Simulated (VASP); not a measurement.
# In₃SbTe₄: restarted molecular dynamics, 2 variants

In₃SbTe₄, I422 (no. 97), 8 atoms in the cell. PBE, molecular dynamics; PAW potentials Te, Sb, In (PBE set).

| Restart from | Temperature at the end (K) | The same without a restart (K) | Potential energy at the end (eV/atom) | The same without a restart (eV/atom) | Electronic steps in the first step after the restart | Time (s) |
|---|---|---|---|---|---|---|
| CONTCAR with velocities, WAVECAR read | 1718.0 | 1718.0 | -2.96001 | -2.96001 | 4 | 141 |
| CONTCAR with velocities, no WAVECAR | 1718.0 | 1718.0 | -2.96001 | -2.96001 | 13 | 144 |

Limits: 240 fs of 8 atoms are too short for converged averages; the cell is only 5.5 Å across, so each atom moves in step with near copies of itself.

## Input of the first row

INCAR.step1:
```
  GGA = PE
  PREC = Normal
  ENCUT = 200
  EDIFF = 1E-6
  NELMIN = 4
  NELM = 60
  ALGO = Normal
  LREAL = Auto
  LASPH = T
  ISMEAR = 0
  SIGMA = 0.05
  ISYM = 0
  LWAVE = T
  LCHARG = F
  IBRION = 0
  NSW = 30
  POTIM = 4.0
  TEBEG = 1600
  ISIF = 2
  RANDOM_SEED = 178749 0 0
  MDALGO = 4
  NHC_NCHAINS = 3
  NHC_PERIOD = 30
  KPAR = 2
```

INCAR.step2, as INCAR.step1 but for:
```
- LWAVE = T
+ LWAVE = F
```

KPOINTS:
```
k-points
0
Monkhorst-Pack
  2 2 2
```

POSCAR.step1:
```
In3SbTe4
1.0
   -4.1701150000      4.1701150000      3.6065670000
    4.1701150000     -4.1701150000      3.6065670000
    4.1701150000      4.1701150000     -3.6065670000
Te Sb In
4 1 3
Direct
    0.4409510000      0.5590490000      0.5000000000
    0.0590490000      0.9409510000      0.5000000000
    0.5590490000      0.0590490000      0.1180980000
    0.9409510000      0.4409510000      0.8819020000
    0.0000000000      0.0000000000      0.0000000000
    0.0000000000      0.5000000000      0.5000000000
    0.5000000000      0.0000000000      0.5000000000
    0.5000000000      0.5000000000      0.0000000000
```

Commands (each step's output is kept before the next begins):
```
cat potpaw_PBE.64/Te/POTCAR potpaw_PBE.64/Sb/POTCAR potpaw_PBE.64/In/POTCAR > POTCAR
cp INCAR.step1 INCAR
cp POSCAR.step1 POSCAR
mpirun -np 2 vasp_std > vasp.out
cp CONTCAR POSCAR
cp INCAR.step2 INCAR
mpirun -np 2 vasp_std > vasp.out
```

Changes of the last row against the first:
```
(step 1)
- LWAVE = True
+ LWAVE = False
```

VASP 6.6.1 took 141 s on 2 cores (AMD EPYC 7R13 (Zen 3)), a shared host.
